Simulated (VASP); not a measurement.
An input for Quantum ESPRESSO's pw.x (written as the equivalent of a VASP run, and not itself run):

```
&CONTROL
  calculation = 'vc-relax'
  pseudo_dir = './pseudo'
  outdir = './out'
  tprnfor = .true.
  tstress = .true.
  nstep = 40
  forc_conv_thr = 0.00078
/
&SYSTEM
  ibrav = 0
  nat = 1
  ntyp = 1
  ecutwfc = 62.5
  occupations = 'smearing'
  smearing = 'methfessel-paxton'
  degauss = 0.00735
  input_dft = 'pbesol'
/
&ELECTRONS
  conv_thr = 7.3e-08
  electron_maxstep = 100
/
&IONS
/
&CELL
  press = 50
/
ATOMIC_SPECIES
  Pb 207.200 Pb.upf
CELL_PARAMETERS angstrom
     0.0000000    2.3960816    2.3960816
     2.3960816    0.0000000    2.3960816
     2.3960816    2.3960816   -0.0000000
ATOMIC_POSITIONS crystal
  Pb   0.0000000  0.0000000  0.0000000
K_POINTS automatic
  13 13 13 0 0 0
```

Question: Write the VASP files for the same calculation (PBEsol).

Answer: This is not unique; one that fits is 
KPOINTS:
```
Automatic mesh
0
Gamma
13 13 13
0 0 0
```

### POSCAR
```
Pb
1.0
  0.0000000000   2.3960816443   2.3960816443
  2.3960816443   0.0000000000   2.3960816443
  2.3960816443   2.3960816443   0.0000000000
Pb
1
Cartesian
  0.0000000000   0.0000000000   0.0000000000
```

INCAR:
```
SYSTEM = Pb
PREC = Accurate; ENCUT = 500; LREAL = .False.
LASPH = .True.
EDIFF = 1E-6; NELM = 100; ALGO = Normal
LMAXMIX = 4
ISMEAR = 1; SIGMA = 0.1
GGA = PS
IBRION = 2; NSW = 40; ISIF = 3
EDIFFG = -0.02; PSTRESS = 50
LWAVE = .False.; LCHARG = .False.
```

POTCAR, in this order: Pb_d (PBE.64 set). Program: vasp_std.

Limits of the translation: the potentials are each code's own (VASP's PAW set, PseudoDojo norm-conserving files in pw.x), so ENCUT and ecutwfc are chosen apart and not converted; conv_thr bounds pw.x's estimated SCF error, while EDIFF bounds the energy change between steps; forc_conv_thr acts on force components and is met together with etot_conv_thr.

The compound is Pb in the fcc structure. It was relaxed first under an external pressure of 5 GPa.
